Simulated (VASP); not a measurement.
Wanted: the native input for a VASP 6.6.1 run.

| Quantity | Value |
| --- | --- |
| Task | single point |
| Functional | PBE |
| Potentials or basis | VASP PAW PBE potentials, release 64 (Be, Cd, O) |
| Cutoff | 520 eV |
| k mesh | 6 × 6 × 2 |
| Occupations | gaussian, width 0.05 eV |
| Spin | no spin polarisation |
| Further INCAR settings | PREC = Normal; LREAL = Auto; ALGO = Fast; EDIFF = 1e-05; NBANDS = 31 |

The structure of Be3CdO4 lies in POSCAR:

```
Be3CdO4
1.0
    2.8606800000      0.0000000000      0.0000000000
    0.0000000000      2.8606800000      0.0000000000
    0.0000000000      0.0000000000      8.7196100000
Be Cd O
3 1 4
Direct
    0.5000000000      0.5000000000      0.7085500000
    0.0000000000      0.0000000000      0.5000000000
    0.5000000000      0.5000000000      0.2914500000
    0.0000000000      0.0000000000      0.0000000000
    0.0000000000      0.5000000000      0.6038520000
    0.5000000000      0.0000000000      0.8096300000
    0.5000000000      0.0000000000      0.3961480000
    0.0000000000      0.5000000000      0.1903700000
```

The cell was built by a generator and needn't be a form met in nature.

The input as run:

INCAR

```
PREC     = Normal         # precision mode
ENCUT    = 520            # plane-wave cutoff, eV
EDIFF    = 1E-5           # SCF threshold, eV
ISMEAR   = 0              # smearing method
SIGMA    = 0.05           # smearing width, eV
LREAL    = Auto         
LASPH    = True           # aspherical terms in the spheres
NELM     = 80             # most SCF steps
ALGO     = Fast           # electronic algorithm
ISIF     = 2              # what is computed and relaxed
LWAVE    = False          # write WAVECAR
LCHARG   = False          # write CHGCAR
GGA      = PE             # functional
NBANDS   = 31             # bands
```

KPOINTS

```
regular mesh
0
Gamma
  6 6 2
```

Potentials or basis: VASP PAW PBE potentials, release 64 (Be, Cd, O).

Launch:

```sh
$ cat potpaw_PBE.64/Be/POTCAR potpaw_PBE.64/Cd/POTCAR potpaw_PBE.64/O/POTCAR > POTCAR
$ mpirun -np 1 vasp_std > vasp.out
```

Results of the run:

| Property | Result |
| --- | --- |
| Pressure | 0.0 GPa |
| Largest force | 0.011 eV/Å |
| Band gap on the k mesh | 1.76 eV, direct |

Run time: 16 s on 1 thread of Intel(R) Xeon(R) Platinum 8488C (Sapphire Rapids) (shared host), peak memory 0.15 GiB.
